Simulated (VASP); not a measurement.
Level of theory: PBEsol GGA, VASP's PBE PAW potentials (set 64) (plane waves; VASP 6.6.1).

Input for VASP

**INCAR**
```
SYSTEM = PbO
PREC = Accurate
ENCUT = 520
EDIFF = 1E-6
NELM = 100
ALGO = Normal
LREAL = .FALSE.
LASPH = .TRUE.
ISMEAR = 0
SIGMA = 0.05
GGA = PS
LMAXMIX = 4
LWAVE = .FALSE.
LCHARG = .FALSE.
IBRION = 2
ISIF = 3
NSW = 60
EDIFFG = -0.01
```

**KPOINTS**
```
Automatic mesh
0
Gamma
8 8 8
0 0 0
```

POSCAR:
```
PbO
1.0
  0.0000000000   2.4479650000   2.4479650000
  2.4479650000   0.0000000000   2.4479650000
  2.4479650000   2.4479650000   0.0000000000
Pb O
1 1
Cart
  0.0000000000   0.0000000000   0.0000000000
  1.2239825000   1.2239825000   1.2239825000
```

POTCAR, in this order: Pb_d O (PBE.64 set). Program: vasp_std.

The run wrote:

OSZICAR:
```
...
       N       E                     dE             d eps       ncg     rms          rms(c)
DAV:   1    -0.108972065010E+02   -0.10502E-01   -0.29710E-01   998   0.109E+01    0.645E-01
DAV:   2    -0.108883522017E+02    0.88543E-02   -0.43410E-02   896   0.262E+00    0.220E-01
DAV:   3    -0.108868345689E+02    0.15176E-02   -0.69278E-03  1250   0.155E+00    0.977E-02
DAV:   4    -0.108865949377E+02    0.23963E-03   -0.14212E-03   934   0.701E-01    0.198E-02
DAV:   5    -0.108866003031E+02   -0.53654E-05   -0.68655E-05   862   0.882E-02    0.107E-02
DAV:   6    -0.108866071060E+02   -0.68029E-05   -0.17520E-05   844   0.404E-02    0.239E-03
DAV:   7    -0.108866069681E+02    0.13786E-06   -0.12119E-06   622   0.166E-02
   5 F= -.10886607E+02 E0= -.10886605E+02  d E =-.179058E+01
       N       E                     dE             d eps       ncg     rms          rms(c)
DAV:   1    -0.108866126809E+02   -0.55749E-05   -0.22006E-05   986   0.933E-02    0.567E-03
DAV:   2    -0.108866120301E+02    0.65085E-06   -0.34230E-06   544   0.226E-02
   6 F= -.10886612E+02 E0= -.10886610E+02  d E =-.506195E-05
       N       E                     dE             d eps       ncg     rms          rms(c)
DAV:   1    -0.108866357962E+02   -0.23115E-04   -0.19063E-04   998   0.270E-01    0.171E-02
DAV:   2    -0.108866294930E+02    0.63032E-05   -0.29827E-05   896   0.693E-02    0.574E-03
DAV:   3    -0.108866283972E+02    0.10958E-05   -0.40037E-06   450   0.418E-02    0.227E-03
DAV:   4    -0.108866281722E+02    0.22497E-06   -0.15175E-06   414   0.202E-02
   7 F= -.10886628E+02 E0= -.10886626E+02  d E =-.212041E-04
       N       E                     dE             d eps       ncg     rms          rms(c)
DAV:   1    -0.108866282282E+02    0.16903E-06   -0.23081E-07   406   0.778E-03    0.792E-04
DAV:   2    -0.108866281875E+02    0.40658E-07   -0.12557E-07   406   0.339E-03
   8 F= -.10886628E+02 E0= -.10886626E+02  d E =-.152822E-07
       N       E                     dE             d eps       ncg     rms          rms(c)
DAV:   1    -0.108866284180E+02   -0.18977E-06   -0.84094E-08   406   0.515E-03    0.235E-04
DAV:   2    -0.108866284021E+02    0.15832E-07   -0.82305E-09   406   0.148E-03
   9 F= -.10886628E+02 E0= -.10886627E+02  d E =-.229883E-06
       N       E                     dE             d eps       ncg     rms          rms(c)
DAV:   1    -0.108866288859E+02   -0.46796E-06   -0.17663E-07   406   0.855E-03    0.459E-04
DAV:   2    -0.108866288801E+02    0.58531E-08   -0.20253E-08   406   0.248E-03
  10 F= -.10886629E+02 E0= -.10886627E+02  d E =-.707819E-06
       N       E                     dE             d eps       ncg     rms          rms(c)
DAV:   1    -0.108866298819E+02   -0.99595E-06   -0.66733E-07   406   0.163E-02    0.962E-04
DAV:   2    -0.108866298660E+02    0.15817E-07   -0.86804E-08   406   0.526E-03
  11 F= -.10886630E+02 E0= -.10886628E+02  d E =-.169381E-05
       N       E                     dE             d eps       ncg     rms          rms(c)
DAV:   1    -0.108866319211E+02   -0.20392E-05   -0.27283E-06   638   0.326E-02    0.199E-03
DAV:   2    -0.108866318377E+02    0.83316E-07   -0.34431E-07   406   0.957E-03
  12 F= -.10886632E+02 E0= -.10886630E+02  d E =-.366550E-05
       N       E                     dE             d eps       ncg     rms          rms(c)
DAV:   1    -0.108866361399E+02   -0.42188E-05   -0.10936E-05   734   0.654E-02    0.408E-03
DAV:   2    -0.108866357685E+02    0.37140E-06   -0.14692E-06   406   0.181E-02
  13 F= -.10886636E+02 E0= -.10886634E+02  d E =-.759622E-05
       N       E                     dE             d eps       ncg     rms          rms(c)
DAV:   1    -0.108866452350E+02   -0.90951E-05   -0.45135E-05  1004   0.131E-01    0.860E-03
DAV:   2    -0.108866436609E+02    0.15741E-05   -0.75281E-06   830   0.344E-02    0.285E-03
DAV:   3    -0.108866433902E+02    0.27061E-06   -0.99586E-07   406   0.210E-02
  14 F= -.10886643E+02 E0= -.10886642E+02  d E =-.152180E-04
       N       E                     dE             d eps       ncg     rms          rms(c)
DAV:   1    -0.108866648266E+02   -0.21166E-04   -0.18146E-04   998   0.270E-01    0.165E-02
DAV:   2    -0.108866592036E+02    0.56230E-05   -0.29089E-05   890   0.651E-02    0.560E-03
DAV:   3    -0.108866581833E+02    0.10204E-05   -0.38930E-06   474   0.397E-02    0.215E-03
DAV:   4    -0.108866579760E+02    0.20731E-06   -0.14351E-06   412   0.203E-02
  15 F= -.10886658E+02 E0= -.10886656E+02  d E =-.298037E-04
       N       E                     dE             d eps       ncg     rms          rms(c)
DAV:   1    -0.108867121463E+02   -0.53963E-04   -0.75532E-04   998   0.557E-01    0.326E-02
DAV:   2    -0.108866898342E+02    0.22312E-04   -0.11201E-04   896   0.131E-01    0.110E-02
DAV:   3    -0.108866860495E+02    0.37847E-05   -0.17731E-05  1184   0.793E-02    0.491E-03
DAV:   4    -0.108866852232E+02    0.82634E-06   -0.36032E-06   692   0.363E-02
  16 F= -.10886685E+02 E0= -.10886684E+02  d E =-.570509E-04
       N       E                     dE             d eps       ncg     rms          rms(c)
DAV:   1    -0.108868377488E+02   -0.15170E-03   -0.30133E-03   998   0.111E+00    0.644E-02
DAV:   2    -0.108867489382E+02    0.88811E-04   -0.42939E-04   896   0.263E-01    0.218E-02
DAV:   3    -0.108867339976E+02    0.14941E-04   -0.68781E-05  1242   0.158E-01    0.983E-03
DAV:   4    -0.108867311371E+02    0.28605E-05   -0.14513E-05   934   0.708E-02    0.206E-03
DAV:   5    -0.108867309377E+02    0.19939E-06   -0.65689E-07   406   0.956E-03
  17 F= -.10886731E+02 E0= -.10886729E+02  d E =-.102765E-03
       N       E                     dE             d eps       ncg     rms          rms(c)
DAV:   1    -0.108872133111E+02   -0.48217E-03   -0.12025E-02   998   0.221E+00    0.129E-01
DAV:   2    -0.108868585915E+02    0.35472E-03   -0.17184E-03   896   0.524E-01    0.437E-02
DAV:   3    -0.108867989074E+02    0.59684E-04   -0.27511E-04  1246   0.316E-01    0.196E-02
DAV:   4    -0.108867883564E+02    0.10551E-04   -0.57858E-05   946   0.141E-01    0.386E-03
DAV:   5    -0.108867881251E+02    0.23130E-06   -0.27354E-06   748   0.180E-02
  18 F= -.10886788E+02 E0= -.10886787E+02  d E =-.159953E-03
       N       E                     dE             d eps       ncg     rms          rms(c)
DAV:   1    -0.108884751609E+02   -0.16868E-02   -0.48337E-02   998   0.443E+00    0.258E-01
DAV:   2    -0.108870475687E+02    0.14276E-02   -0.69003E-03   896   0.105E+00    0.878E-02
DAV:   3    -0.108868064446E+02    0.24112E-03   -0.11105E-03  1264   0.635E-01    0.395E-02
DAV:   4    -0.108867650371E+02    0.41407E-04   -0.23410E-04   934   0.282E-01    0.772E-03
DAV:   5    -0.108867648928E+02    0.14433E-06   -0.11157E-05   860   0.362E-02    0.407E-03
DAV:   6    -0.108867638621E+02    0.10307E-05   -0.27392E-06   820   0.164E-02    0.105E-03
DAV:   7    -0.108867638550E+02    0.70595E-08   -0.18523E-07   424   0.681E-03
  19 F= -.10886764E+02 E0= -.10886763E+02  d E =-.135683E-03
       N       E                     dE             d eps       ncg     rms          rms(c)
DAV:   1    -0.108873303786E+02   -0.56652E-03   -0.14942E-02   998   0.246E+00    0.144E-01
DAV:   2    -0.108868856903E+02    0.44469E-03   -0.21607E-03   896   0.586E-01    0.491E-02
DAV:   3    -0.108868098653E+02    0.75825E-04   -0.34543E-04  1236   0.351E-01    0.220E-02
DAV:   4    -0.108867983158E+02    0.11549E-04   -0.72104E-05   940   0.157E-01    0.437E-03
DAV:   5    -0.108867989095E+02   -0.59371E-06   -0.34211E-06   816   0.199E-02
  20 F= -.10886799E+02 E0= -.10886798E+02  d E =-.170737E-03
```

### OUTCAR
```
------------------------ aborting loop because EDIFF is reached ----------------------------------------
  FORCE on cell =-STRESS in cart. coord.  units (eV):
  Direction    XX          YY          ZZ          XY          YZ          ZX
  --------------------------------------------------------------------------------------
  Total       -0.0146017     -0.0146017     -0.0146017      0.0000000      0.0000000      0.0000000
  in kB       -0.5551518     -0.5551518     -0.5551518      0.0000000      0.0000000      0.0000000
  external PRESSURE =      -0.5551518 kB  Pullay stress =       0.0000000 kB
  volume of cell :       42.14
      direct lattice vectors                 reciprocal lattice vectors
     0.000000000  2.762003336  2.762003336    -0.181028022  0.181028022  0.181028022
     2.762003336  0.000000000  2.762003336     0.181028022 -0.181028022  0.181028022
     2.762003336  2.762003336  0.000000000     0.181028022  0.181028022 -0.181028022
 POSITION                                       TOTAL-FORCE (eV/Angst)
 -----------------------------------------------------------------------------------
      0.00000      0.00000      0.00000         0.000000      0.000000     -0.000000
      1.38100      1.38100      1.38100        -0.000000     -0.000000      0.000000
 -----------------------------------------------------------------------------------
    total drift:                               -0.000000     -0.000000     -0.000000
  FREE ENERGIE OF THE ION-ELECTRON SYSTEM (eV)
  ---------------------------------------------------
  free  energy   TOTEN  =       -10.8867989095 eV

  energy  without entropy=      -10.8867969314  energy(sigma->0) =      -10.88679792

 reached required accuracy - stopping structural energy minimisation
```
(Selected blocks of OUTCAR.)

**CONTCAR**
```
PbO
   1.00000000000000
     0.0000000000000000    2.7620033360970306    2.7620033360970306
     2.7620033360970306    0.0000000000000000    2.7620033360970306
     2.7620033360970306    2.7620033360970306    0.0000000000000000
  Pb              O
     1     1
Direct
     0.0000000000000000    0.0000000000000000    0.0000000000000000
     0.2500000000000000    0.2500000000000000    0.2500000000000000
```

Energy and stress use the plane-wave basis of the starting cell.

The structure was generated: PbO was put into the zinc blende type (F-43m), which need not be its known phase. This run relaxes it. Symmetry was kept, so distortions that lower it aren't found.
